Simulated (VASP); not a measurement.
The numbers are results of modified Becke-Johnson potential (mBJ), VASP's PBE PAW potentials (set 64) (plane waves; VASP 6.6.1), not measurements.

Input for VASP

KPOINTS_OPT:
```
k-points along high-symmetry lines
11
Line-mode
Reciprocal
  0.000000   0.000000   0.000000 ! GAMMA
  0.000000   0.500000   0.000000 ! X

  0.000000   0.500000   0.000000 ! X
  0.500000   0.500000   0.000000 ! M

  0.500000   0.500000   0.000000 ! M
  0.000000   0.000000   0.000000 ! GAMMA

  0.000000   0.000000   0.000000 ! GAMMA
  0.500000   0.500000   0.500000 ! R

  0.500000   0.500000   0.500000 ! R
  0.000000   0.500000   0.000000 ! X

  0.500000   0.500000   0.500000 ! R
  0.500000   0.500000   0.000000 ! M
```

KPOINTS:
```
Automatic mesh
0
Gamma
4 4 4
0 0 0
```

### INCAR
```
SYSTEM = CsPbCl3
PREC = Accurate; ENCUT = 520; LREAL = .FALSE.
LASPH = .TRUE.
EDIFF = 1E-6; NELM = 200; ALGO = Normal
LMAXMIX = 4; LMIXTAU = .TRUE.
ISMEAR = 0; SIGMA = 0.05
METAGGA = MBJ
ISIF = 0
LWAVE = .FALSE.; LCHARG = .FALSE.
```

File POSCAR:
```
CsPbCl3
1
    5.7312567732     0.0000000000     0.0000000000
    0.0000000000     5.7312567732     0.0000000000
    0.0000000000     0.0000000000     5.7312567732
Cs Pb Cl
1 1 3
Direct
  0.0000000000   0.0000000000   0.0000000000
  0.5000000000   0.5000000000   0.5000000000
  0.5000000000   0.0000000000   0.5000000000
  0.0000000000   0.5000000000   0.5000000000
  0.5000000000   0.5000000000   0.0000000000
```

POTCAR, in this order: Cs_sv Pb_d Cl (PBE.64 set). Program: vasp_std. Read from the step before: WAVECAR.

Output of the run:

### OSZICAR
```
...
DAV: 119     0.182438600804E+04    0.12737E+02   -0.98726E+01   622   0.128E+02    0.109E+02
DAV: 120     0.186590862432E+04    0.41523E+02   -0.21851E+03   542   0.138E+03    0.284E+02
DAV: 121     0.187335826504E+04    0.74496E+01   -0.46934E+02   520   0.346E+02    0.317E+02
DAV: 122     0.191501523378E+04    0.41657E+02   -0.28763E+02   802   0.282E+02    0.209E+02
DAV: 123     0.195010620417E+04    0.35091E+02   -0.60016E+02   586   0.405E+02    0.111E+02
DAV: 124     0.194065259231E+04   -0.94536E+01   -0.32229E+02   520   0.273E+02    0.154E+02
DAV: 125     0.992668419326E+03   -0.94798E+03   -0.10094E+04   700   0.204E+03    0.399E+02
DAV: 126     0.171982940285E+04    0.72716E+03   -0.96790E+02   700   0.376E+02    0.223E+02
DAV: 127     0.191711074613E+04    0.19728E+03   -0.17744E+03   592   0.605E+02    0.210E+02
DAV: 128    -0.454034420349E+03   -0.23711E+04   -0.23149E+04   870   0.341E+02    0.490E+02
DAV: 129     0.177746640620E+04    0.22315E+04   -0.22276E+03   658   0.527E+02    0.387E+02
DAV: 130     0.217677761056E+04    0.39931E+03   -0.30736E+04   602   0.353E+03    0.223E+02
DAV: 131     0.203659060676E+04   -0.14019E+03   -0.77837E+02   704   0.315E+02    0.164E+02
DAV: 132     0.207104968526E+04    0.34459E+02   -0.88777E+02   856   0.475E+02    0.116E+02
DAV: 133     0.204397668125E+04   -0.27073E+02   -0.11390E+03   676   0.619E+02    0.281E+02
DAV: 134     0.177437487258E+04   -0.26960E+03   -0.12212E+03   704   0.325E+02    0.447E+02
DAV: 135     0.190519033548E+04    0.13082E+03   -0.90695E+02   948   0.507E+02    0.326E+02
DAV: 136     0.169755983626E+04   -0.20763E+03   -0.40253E+03   604   0.834E+02    0.513E+02
DAV: 137     0.194952312050E+04    0.25196E+03   -0.22322E+03   782   0.644E+02    0.127E+02
DAV: 138     0.192886322544E+04   -0.20660E+02   -0.79280E+02   774   0.345E+02    0.125E+02
DAV: 139     0.195558209438E+04    0.26719E+02   -0.70124E+02   624   0.399E+02    0.272E+02
DAV: 140     0.186452349527E+04   -0.91059E+02   -0.12152E+03   710   0.566E+02    0.799E+02
DAV: 141     0.192326993039E+04    0.58746E+02   -0.67569E+02   954   0.431E+02    0.101E+02
DAV: 142     0.118436897582E+04   -0.73890E+03   -0.58905E+03  1032   0.595E+02    0.214E+02
DAV: 143     0.200310619752E+04    0.81874E+03   -0.30644E+03   720   0.856E+02    0.127E+02
DAV: 144     0.197392674670E+04   -0.29179E+02   -0.10477E+03   620   0.509E+02    0.158E+02
DAV: 145     0.162988099649E+04   -0.34405E+03   -0.24020E+03   968   0.405E+02    0.287E+02
DAV: 146     0.202443085015E+04    0.39455E+03   -0.33962E+03   728   0.164E+03    0.198E+02
DAV: 147     0.171229683641E+04   -0.31213E+03   -0.24648E+03   948   0.372E+02    0.331E+02
DAV: 148     0.198101554748E+04    0.26872E+03   -0.15332E+03  1040   0.903E+02    0.932E+01
DAV: 149     0.199827717445E+04    0.17262E+02   -0.18017E+03   678   0.837E+02    0.287E+02
DAV: 150     0.194392071345E+04   -0.54356E+02   -0.58750E+02  1032   0.371E+02    0.231E+02
DAV: 151     0.196171001074E+04    0.17789E+02   -0.75624E+02   902   0.429E+02    0.182E+02
DAV: 152     0.574969740292E+03   -0.13867E+04   -0.10191E+04   928   0.624E+02    0.498E+02
DAV: 153     0.201405081479E+04    0.14391E+04   -0.24193E+03   570   0.538E+02    0.255E+02
DAV: 154     0.169541853408E+04   -0.31863E+03   -0.97494E+03   616   0.279E+03    0.417E+02
DAV: 155     0.198930333106E+04    0.29388E+03   -0.38043E+03   696   0.658E+02    0.641E+02
DAV: 156     0.193545921914E+04   -0.53844E+02   -0.14911E+03   724   0.559E+02    0.313E+02
DAV: 157     0.188369260548E+04   -0.51767E+02   -0.28038E+03   784   0.865E+02    0.782E+01
DAV: 158     0.192368591016E+04    0.39993E+02   -0.13704E+03   690   0.401E+02    0.136E+02
DAV: 159     0.201443103354E+04    0.90745E+02   -0.45106E+03   656   0.261E+03    0.142E+02
DAV: 160     0.194507688426E+04   -0.69354E+02   -0.99691E+02   768   0.489E+02    0.135E+02
DAV: 161     0.170481847550E+04   -0.24026E+03   -0.29094E+03   584   0.904E+02    0.693E+02
DAV: 162     0.193984841483E+04    0.23503E+03   -0.10021E+03   624   0.395E+02    0.208E+02
DAV: 163     0.192416401484E+04   -0.15684E+02   -0.26350E+02   820   0.215E+02    0.180E+02
DAV: 164     0.189765315068E+04   -0.26511E+02   -0.17664E+02   552   0.177E+02    0.140E+02
DAV: 165     0.188062219647E+04   -0.17031E+02   -0.14427E+02   610   0.165E+02    0.248E+02
DAV: 166     0.167037471113E+04   -0.21025E+03   -0.23215E+03   934   0.110E+03    0.162E+02
DAV: 167     0.188965447689E+04    0.21928E+03   -0.11382E+03   520   0.333E+02    0.119E+02
DAV: 168     0.190631590259E+04    0.16661E+02   -0.14377E+03   520   0.994E+02    0.272E+02
DAV: 169     0.190445096110E+04   -0.18649E+01   -0.24738E+02   806   0.211E+02    0.151E+02
DAV: 170     0.189337943901E+04   -0.11072E+02   -0.20329E+02   642   0.331E+02    0.152E+02
DAV: 171     0.175528604067E+04   -0.13809E+03   -0.47556E+03   680   0.409E+03    0.803E+02
DAV: 172    -0.186734443857E+04   -0.36226E+04   -0.34832E+04   798   0.853E+02    0.367E+02
DAV: 173     0.193555256891E+04    0.38029E+04   -0.28234E+03   792   0.750E+02    0.369E+02
DAV: 174     0.123818134032E+04   -0.69737E+03   -0.44880E+03   834   0.565E+02    0.428E+02
DAV: 175     0.197624365634E+04    0.73806E+03   -0.12565E+04   584   0.156E+03    0.195E+02
DAV: 176     0.220185166377E+04    0.22561E+03   -0.49827E+03   786   0.283E+03    0.662E+01
DAV: 177     0.222632300141E+04    0.24471E+02   -0.58542E+03   688   0.223E+03    0.218E+02
DAV: 178     0.210101117105E+04   -0.12531E+03   -0.46199E+03   702   0.111E+03    0.155E+02
DAV: 179     0.179707539419E+04   -0.30394E+03   -0.35124E+03  1010   0.534E+02    0.200E+02
DAV: 180     0.173452823542E+04   -0.62547E+02   -0.27603E+03  1040   0.699E+02    0.292E+02
DAV: 181     0.197138409143E+04    0.23686E+03   -0.16221E+03   520   0.675E+02    0.265E+02
DAV: 182     0.764370726498E+03   -0.12070E+04   -0.73004E+03   798   0.113E+03    0.203E+02
DAV: 183     0.213498294502E+04    0.13706E+04   -0.39751E+03   810   0.992E+02    0.164E+02
DAV: 184    -0.156008940003E+04   -0.36951E+04   -0.23650E+04   842   0.145E+03    0.385E+02
DAV: 185    -0.390207885002E+04   -0.23420E+04   -0.75426E+03   716   0.122E+03    0.563E+02
DAV: 186     0.202695525877E+04    0.59290E+04   -0.11669E+04   632   0.174E+03    0.246E+02
DAV: 187    -0.434489199755E+04   -0.63718E+04   -0.29936E+04   724   0.364E+03    0.559E+02
DAV: 188     0.222095661174E+04    0.65658E+04   -0.41835E+03   716   0.151E+03    0.391E+02
DAV: 189    -0.395744927902E+02   -0.22605E+04   -0.92718E+03   912   0.198E+03    0.324E+02
DAV: 190     0.100652941761E+04    0.10461E+04   -0.15843E+04   700   0.131E+03    0.100E+03
DAV: 191     0.156419958749E+04    0.55767E+03   -0.75683E+03   552   0.178E+03    0.171E+02
DAV: 192    -0.226878543541E+03   -0.17911E+04   -0.13300E+04   914   0.211E+03    0.297E+02
DAV: 193     0.211123753969E+04    0.23381E+04   -0.52054E+03   702   0.119E+03    0.320E+02
DAV: 194     0.202272625512E+04   -0.88511E+02   -0.36629E+03   746   0.815E+02    0.514E+02
DAV: 195    -0.167698611961E+04   -0.36997E+04   -0.22144E+04  1014   0.143E+03    0.611E+02
DAV: 196    -0.245056500375E+03    0.14319E+04   -0.13834E+04   778   0.167E+03    0.254E+02
DAV: 197     0.149402927512E+04    0.17391E+04   -0.20698E+03   882   0.859E+02    0.331E+02
DAV: 198     0.188806609762E+04    0.39404E+03   -0.11329E+04   678   0.176E+03    0.300E+02
DAV: 199    -0.131074352111E+04   -0.31988E+04   -0.17458E+04   856   0.183E+03    0.678E+02
DAV: 200     0.122606898961E+04    0.25368E+04   -0.17055E+05   664   0.376E+04
   1 F= 0.12260690E+04 E0= 0.12260699E+04  d E =-.181951E-02
       N       E                     dE             ncg
       N       E                     dE             ncg
       N       E                     dE             ncg
       N       E                     dE             ncg
       N       E                     dE             ncg
       N       E                     dE             ncg
       N       E                     dE             ncg
```

OUTCAR:
```
------------------------ aborting loop EDIFF was not reached (unconverged)  ----------------------------
  volume of cell :      188.26
      direct lattice vectors                 reciprocal lattice vectors
     5.731256773  0.000000000  0.000000000     0.174481800  0.000000000  0.000000000
     0.000000000  5.731256773  0.000000000     0.000000000  0.174481800  0.000000000
     0.000000000  0.000000000  5.731256773     0.000000000  0.000000000  0.174481800
 POSITION                                       TOTAL-FORCE (eV/Angst)
 -----------------------------------------------------------------------------------
      0.00000      0.00000      0.00000         0.000000      0.000000      0.000000
      2.86563      2.86563      2.86563         0.000000      0.000000      0.000000
      2.86563      0.00000      2.86563         0.000000      0.000000      0.000000
      0.00000      2.86563      2.86563         0.000000      0.000000      0.000000
      2.86563      2.86563      0.00000         0.000000      0.000000      0.000000
 -----------------------------------------------------------------------------------
    total drift:                                0.000000     -0.000000     -0.000000
  FREE ENERGIE OF THE ION-ELECTRON SYSTEM (eV)
  ---------------------------------------------------
  free  energy   TOTEN  =      1226.0689896071 eV

  energy  without entropy=     1226.0708091125  energy(sigma->0) =     1226.06989936

     CMBJ =    1.0000

     CMBJA=   -0.0120

     CMBJB=    1.0230

     CMBJE=    0.5000

    CMBJ =    2.0000
```
(Selected blocks of OUTCAR.)

File stdout:
```
...
DAV: 196    -0.245056500375E+03    0.14319E+04   -0.13834E+04   778   0.167E+03    0.254E+02
DAV: 197     0.149402927512E+04    0.17391E+04   -0.20698E+03   882   0.859E+02    0.331E+02
DAV: 198     0.188806609762E+04    0.39404E+03   -0.11329E+04   678   0.176E+03    0.300E+02
DAV: 199    -0.131074352111E+04   -0.31988E+04   -0.17458E+04   856   0.183E+03    0.678E+02
DAV: 200     0.122606898961E+04    0.25368E+04   -0.17055E+05   664   0.376E+04

 -----------------------------------------------------------------------------
|                                                                             |
|           W    W    AA    RRRRR   N    N  II  N    N   GGGG   !!!           |
|           W    W   A  A   R    R  NN   N  II  NN   N  G    G  !!!           |
|           W    W  A    A  R    R  N N  N  II  N N  N  G       !!!           |
|           W WW W  AAAAAA  RRRRR   N  N N  II  N  N N  G  GGG   !            |
|           WW  WW  A    A  R   R   N   NN  II  N   NN  G    G                |
|           W    W  A    A  R    R  N    N  II  N    N   GGGG   !!!           |
|                                                                             |
|     The electronic self-consistency was not achieved in the given           |
|     number of steps (NELM). The forces and other quantities evaluated       |
|     might not be reliable so examine the results carefully. If you find     |
|     spurious results, we suggest increasing NELM, if you were close to      |
|     convergence or switching to a different ALGO or adjusting the           |
|     density mixing parameters otherwise.                                    |
|                                                                             |
 -----------------------------------------------------------------------------

   1 F= 0.12260690E+04 E0= 0.12260699E+04  d E =-.181951E-02
 Start KPOINTS_OPT (optional k-point list driver)
k-point batch [1-10\66]
       N       E                     dE             ncg
k-point batch [11-20\66]
       N       E                     dE             ncg
k-point batch [21-30\66]
       N       E                     dE             ncg
k-point batch [31-40\66]
       N       E                     dE             ncg
k-point batch [41-50\66]
       N       E                     dE             ncg
k-point batch [51-60\66]
       N       E                     dE             ncg
k-point batch [61-66\66]
       N       E                     dE             ncg
```

Convergence was not reached.

mBJ is a potential without an energy functional, so only the levels count.

The compound is CsPbCl3 in the cubic perovskite structure, the ideal cubic form; the compound distorts at low or room temperature. It was relaxed first, which changed the volume by +7 %. The cell's shape comes from a PBE relaxation.
